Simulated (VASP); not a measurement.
The system is ZnGaP.

```
Zn Ga P
1.0
     4.01594    0.00000    0.00000
    -2.00797    3.47791    0.00000
     0.00000    0.00000    4.40420
Zn Ga P
1 1 1
Cartesian
  0.0000 0.0000 2.2021
  2.0080 1.1593 0.0000
  0.0000 2.3186 2.2021
```

The cell was built by a generator and needn't be a form met in nature.

| Quantity | Value |
| --- | --- |
| Program | VASP 6.6.1 |
| Task | relaxation of cell and atoms |
| Functional | PBEsol |
| Dispersion | D4 |
| Potentials or basis | VASP PAW PBE potentials, release 64 (Zn, Ga_d, P) |
| Cutoff | 600 eV |
| k mesh | 8 × 8 × 6 |
| Occupations | fermi-dirac, width 0.05 eV |
| Spin | no spin polarisation |

At the start: pressure -4.5 GPa; volume 20.50 Å³/atom.

Q: Where does the relaxation end?

A: Over 9 steps the energy falls by 32.4 meV/atom and the volume is 18.42 Å³/atom (-10.2 %); space group P-6m2 (No. 187, to 0.05 Å).

The path:
```csv
step,energy change (eV),largest force (eV/Å),pressure (GPa),volume (Å³)
1,0.0000,0.0002,-4.49,61.51
2,-0.0747,0.0001,0.07,56.54
3,-0.0748,0.0001,-0.11,56.67
4,-0.0889,0.0000,-0.02,56.00
5,-0.0968,0.0001,0.36,54.83
6,-0.0969,0.0001,0.39,54.92
7,-0.0969,0.0001,0.28,54.99
8,-0.0971,0.0001,-0.10,55.36
9,-0.0972,0.0000,-0.01,55.25
```

Final structure:
```xyz
3
Lattice="3.9381 0.0000 0.0000 -1.9691 3.4105 0.0000 0.0000 0.0000 4.1134" Properties=species:S:1:pos:R:3 pbc="T T T"
Zn    3.9381    0.0000    2.0567
Ga    1.9691    1.1368    0.0000
P     0.0000    2.2737    2.0567
```

Caveat: the PAW data sets were made with another functional, which shifts forces and pressure a little; pairwise dispersion overbinds metals, which lowers pressure and volume.
